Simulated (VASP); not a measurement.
Write the native input for VASP 6.6.1 that does the following.

```yaml
Task: relaxation of cell and atoms
Functional: PBE
Potentials_or_basis: VASP PAW PBE potentials, release 64 (Mg, Cd, Te)
Cutoff: 520 eV
k_mesh: 5 × 5 × 5
Occupations: gaussian, width 0.05 eV
Spin: no spin polarisation
Further_INCAR_settings: PREC = Normal; LREAL = Auto; ALGO = Fast; EDIFF = 1e-05; ISYM = 0; IBRION = 2; EDIFFG = -0.03; NSW = 110; ISIF = 3
```

The structure of MgCd2Te3 lies in POSCAR:

```
MgCd2Te3
1.0
   -4.5231759900      4.6726073900     19.1775732100
    2.3061397400     -2.2413940900      9.5768808400
    2.1940536300      2.1738597300     -9.5663477700
Mg Cd Te
2 4 6
Direct
    0.9932701400      0.9882983300      0.9816204500
    0.5004753400      0.0055416200      0.0114259900
    0.1725671100      0.3284926400      0.0055855100
    0.6662287700      0.3614401600      0.0204417500
    0.3376561800      0.6647148800      0.0032661000
    0.8361315300      0.6586165000      0.0048790800
    0.4656402700      0.4198497300      0.5094092700
    0.9576361500      0.4082809700      0.4879400500
    0.2907976700      0.0839506700      0.5004936600
    0.7924325300      0.0880893200      0.5095718200
    0.1275963100      0.7576358100      0.5053365000
    0.6205069800      0.7641169900      0.5048852700
```

The cell was built by a generator and needn't be a form met in nature.

The input as run:

INCAR

```
SYSTEM = MgCd2Te3
  PREC = Normal
  ENCUT = 520
  EDIFF = 1E-5
  ISMEAR = 0
  SIGMA = 0.05
  LREAL = Auto
  LASPH = .TRUE.
  NELM = 80
  ALGO = Fast
  ISIF = 3
  LWAVE = .FALSE.
  LCHARG = .FALSE.
  GGA = PE
  IBRION = 2
  NSW = 110
  EDIFFG = -0.03
  ISYM = 0
  KPAR = 8
```

KPOINTS

```
regular mesh
0
G
  5 5 5
  0 0 0
```

Potentials or basis: VASP PAW PBE potentials, release 64 (Mg, Cd, Te).

Command:

```console
$ cat potpaw_PBE.64/Mg/POTCAR potpaw_PBE.64/Cd/POTCAR potpaw_PBE.64/Te/POTCAR > POTCAR
$ mpirun -np 8 vasp_std > vasp.out
```

It gave:

```
Relaxed volume                         : 35.69 Å³/atom
Relaxed cell                           : a = 20.756 Å, b = 10.380 Å, c = 10.384 Å, α = 154.02°, β = 154.05°, γ = 37.04°
Space group after relaxing (to 0.05 Å) : P1 (No. 1)
Energy gained by relaxing              : 53.7 meV/atom
Ionic steps                            : 14
Pressure after relaxing                : 0.0 GPa
Largest force after relaxing           : 0.027 eV/Å
Band gap on the k mesh                 : 1.09 eV
```

Caveat: spin-orbit coupling is left out, which moves the levels of the heavy elements; an odd mesh through Γ misses points on the zone boundary, where band edges often lie.

Wall time 37 min on 8 MPI ranks on AMD EPYC 9R45 (Zen 5) (shared host), peak memory 1.4 GiB a rank.
